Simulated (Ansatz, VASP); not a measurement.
# GaCuSe2 (CuAu-ordered zincblende type (invented)): VASP beside Ansatz, part 2 of 2

Wanted: the spread between two codes on one cell, functional and k mesh. The cell is generated by rule, not measured, and may not be a known phase. Of the first pair: The cell is taken from a series of runs on this material, whose earlier steps may have relaxed, scaled, displaced or heated it; both programs get it as it stands.

VASP 6.6.1 and Ansatz 0.2.0.

So far: Set-up; Ansatz: relaxation of cell and atoms, LDA, pair 1; VASP: relaxation of cell and atoms, LDA, pair 1; Side by side.

## Step 5: Ansatz: relaxation of cell and atoms, LDA, pair 2

Level of this step: Ansatz beside VASP: Kohn-Sham DFT, plane waves, LDA (Ansatz).

The relaxed volume is the usual yardstick between codes: in a stiff, nearly cubic crystal its relative difference is about their pressure difference at one cell divided by the bulk modulus. Its start cell is another than that of the pair before, and may be another structure of the material.

The two relaxations start from unlike cells of this crystal (the structure described is Ansatz's start), so only their ends are compared.

input.yaml

```yaml
crystal:
  lattice:
    - [4.08248, 0.0, 0.0]
    - [0.0, 4.08248, 0.0]
    - [0.0, 0.0, 5.7735]
  atoms:
    - { symbol: Cu, position: [0.0, 0.0, 0.0] }
    - { symbol: Ga, position: [0.5, 0.5, 0.5] }
    - { symbol: Se, position: [0.0, 0.5, 0.25] }
    - { symbol: Se, position: [0.5, 0.0, 0.75] }
kpoints:
  mp_grid: { grid: [10, 10, 8] }
hamiltonian:
  xc: lda
scf:
  occupations: { method: gaussian, width: 0.1 }
output:
  forces: true
  stress: true
  eigenvalues: true
  write_density: true
  write_potential: true
  elf: true
  volumetric_format: npy
relax:
  adjacent_minimum: "off"
  f_tol: 0.005
  max_steps: 80
  cell: { stress_tol: 0.05 }
```

Started as:

```console
> ansatz run input.yaml --threads 2 --pin off --max-ram 5120MiB --backend cpu --events-out ev --progress --plain --runs-dir out
```

Numbers of over 12 decimals in the logs are rounded to 6 here.

What it wrote:

```text
[...]
Crystal: 4 atoms, lattice volume = 96.225 Å³
Basis set: ecut = 420 eV, 1891 PW (Γ)
Bands: 39, of which v1, the nominal top of the filled ones, is band 32 counted from 1 (31 counted from 0)
Symmetry: 8 space group operations
[...]
k-points: 105 of 800 (time reversal used)
[...]
--- Relaxed structure (5 steps of the walk, 5 accepted, 1 SCFs on fresh bases) ---
[...]
cell:  # Å, volume = 83.1676 Å³
    - [3.880238, 0, -1.1939328583235552e-17]
    - [0, 3.880238, 0]
    - [-1.6884764548830728e-17, 0, 5.523796]
  atoms:
    - { symbol: Cu, position: [0, 0, 0] }
    - { symbol: Ga, position: [0.5, 0.5, 0.5] }
    - { symbol: Se, position: [4.788722638562485e-19, 0.5, 0.237800] }
    - { symbol: Se, position: [0.5, 0, 0.762200] }
[key lines of the parts left out:]
SCF converged after 9 iterations
Free energy (F): -21030.999521 eV
Fermi energy:    9.304221 eV
P = ⅓ Tr σ = -0.0071 GPa (-0.071 kbar)
```

## Step 6: VASP: relaxation of cell and atoms, LDA, pair 2

Its own start cell and the same functional (in two slightly different forms), mesh and smearing now go to VASP, with its own data sets.

INCAR

```
SYSTEM = GaCuSe2
PREC = Accurate
ENCUT = 600
EDIFF = 1E-07
NELM = 120
ISMEAR = 0
SIGMA = 0.1
LREAL = .FALSE.
ALGO = Normal
GGA = CA
NBANDS = 24
LASPH = .TRUE.
LORBIT = 11
LWAVE = .FALSE.
LCHARG = .FALSE.
ISIF = 3
IBRION = 2
NSW = 80
EDIFFG = -0.005
GGA_COMPAT = .FALSE.
NELMIN = 4
KPAR = 2
```

POSCAR

```
GaCuSe2
1.0
    3.8844814424      0.0000000000      0.0000000000
    0.0000000000      3.8844814424      0.0000000000
    0.0000000000      0.0000000000      5.5308899370
Cu Ga Se
1 1 2
Direct
    0.0000000000      0.0000000000      0.0000000000
    0.5000000000      0.5000000000      0.5000000000
    0.0000000000      0.5000000000      0.2380426347
    0.5000000000      0.0000000000      0.7619573653
```

KPOINTS

```
Automatic mesh
0
Gamma
10 10 8
0 0 0
```

The projector-augmented-wave data sets are Cu, Ga_d and Se (LDA family, release 64).

Started as:

```console
> mpirun -np 2 vasp_std
```

What it wrote:

```text
[... set-up lines as in an earlier step ...]
 entering main loop
       N       E                     dE             d eps       ncg     rms          rms(c)
DAV:   1     0.290722235455E+03    0.29072E+03   -0.18265E+04  5088   0.223E+03
DAV:   2     0.171419984164E+02   -0.27358E+03   -0.26388E+03  5216   0.475E+02
DAV:   3    -0.179566144611E+02   -0.35099E+02   -0.34400E+02  6552   0.149E+02
DAV:   4    -0.193634521206E+02   -0.14068E+01   -0.14031E+01  5904   0.293E+01
[...]
DAV:  13    -0.184375887236E+02    0.44540E-05   -0.38933E-05  7416   0.917E-02    0.126E-02
DAV:  14    -0.184375879134E+02    0.81021E-06   -0.79256E-06  7328   0.171E-02    0.495E-03
DAV:  15    -0.184375879283E+02   -0.14888E-07   -0.21207E-07  4696   0.706E-03
   1 F= -.18437588E+02 E0= -.18437443E+02  d E =-.184376E+02
[...]
N       E                     dE             d eps       ncg     rms          rms(c)
DAV:   1    -0.184380576895E+02   -0.46978E-03   -0.75205E-03  5168   0.189E+00    0.161E-01
[...]
DAV:   6    -0.184375866329E+02    0.80145E-06   -0.19362E-06  7984   0.141E-02    0.127E-03
DAV:   7    -0.184375865928E+02    0.40141E-07   -0.14332E-07  3488   0.109E-02
   2 F= -.18437587E+02 E0= -.18437441E+02  d E =0.133548E-05
 trial-energy change:    0.000001  1 .order   -0.000003   -0.000030    0.000025
 step:   0.4404(harm=  0.5490)  dis= 0.00005  next Energy=   -18.437594 (dE=-0.626E-05)
[...]
N       E                     dE             d eps       ncg     rms          rms(c)
DAV:   1    -0.184377397657E+02   -0.15313E-03   -0.23560E-03  5120   0.105E+00    0.902E-02
DAV:   2    -0.184376733658E+02    0.66400E-04   -0.14144E-03  5128   0.105E+00    0.520E-02
DAV:   3    -0.184376028215E+02    0.70544E-04   -0.40506E-04  5872   0.595E-01    0.217E-02
DAV:   4    -0.184375938063E+02    0.90152E-05   -0.32639E-05  7240   0.701E-02    0.673E-03
DAV:   5    -0.184375929171E+02    0.88912E-06   -0.25527E-06  6656   0.396E-02    0.272E-03
DAV:   6    -0.184375926697E+02    0.24742E-06   -0.60754E-07  6728   0.766E-03    0.748E-04
DAV:   7    -0.184375926545E+02    0.15212E-07   -0.59906E-08  3048   0.703E-03
   3 F= -.18437593E+02 E0= -.18437448E+02  d E =-.472626E-05
[...]
reached required accuracy - stopping structural energy minimisation
```

OUTCAR, selected parts (step 6):

```text
  Total        0.0009306      0.0009306      0.0003532      0.0000000      0.0000000      0.0000000
  in kB        0.0178566      0.0178566      0.0067773      0.0000000      0.0000000      0.0000000
  external PRESSURE =       0.0141635 kB  Pullay stress =       0.0000000 kB

 POSITION                                       TOTAL-FORCE (eV/Angst)
 -----------------------------------------------------------------------------------
      0.00000      0.00000      0.00000         0.000000     -0.000000      0.000000
      1.94253      1.94253      2.76587         0.000000      0.000000      0.000000
     -0.00000      1.94253      1.31674         0.000000      0.000000     -0.001360
      1.94253      0.00000      4.21499        -0.000000      0.000000      0.001360
 -----------------------------------------------------------------------------------
    total drift:                                0.000000      0.000000     -0.000000

  FREE ENERGIE OF THE ION-ELECTRON SYSTEM (eV)
  ---------------------------------------------------
  free  energy   TOTEN  =       -18.4375926545 eV

  energy  without entropy=      -18.4373025391  energy(sigma->0) =      -18.43744760

[... 1 part as in an earlier step ...]

[... 3 further parts left out ...]
[key lines of the parts left out:]
E-fermi :   4.4782
```

## Step 7: Side by side

What differs besides the data sets and the points named for the pairs above, as far as they apply: the data sets hold 64 valence electrons in Ansatz (on its default PAW (the set named soft_2) files) and 36 in VASP. Total energies have different zeros and are not compared.

Compared:

```
                                         quantity  Ansatz   VASP  difference
                                      volume (Å³)   83.17  83.49     -0.39 %
edge a after relaxation, in the typed setting (Å)   3.880  3.885     -0.13 %
edge c after relaxation, in the typed setting (Å)   5.524  5.532     -0.14 %
```

## Step 8: Outcome

```json
{"difference in volume (relaxation of cell and atoms, LDA, pair 1)": "-0.38 %", "difference in volume (relaxation of cell and atoms, LDA, pair 2)": "-0.39 %"}
```

The difference in volume is -0.39 % (relaxation of cell and atoms, LDA, pair 2), within the 1.2 % picked in this series as the mark of a large difference, as far as the stopping tolerances let one tell. The data sets hold unlike numbers of valence electrons (64 in Ansatz and 36 in VASP), so part of the differences comes from the potentials. How closely two codes agree says nothing of how well the functional describes the real material.

[Lines on the potential files, build, host, timing and source positions are cut from VASP's logs without a mark.]

[Logs are printed without paths, hosts, clocks, repeated set-up lines and the standing remarks that a program may print on its own settings, such as how far it seeks lower states.]

[Hosts, paths, dates, database ids (printed as entryN), source tags and the programs' standing remarks are cut or masked in the printed files.]
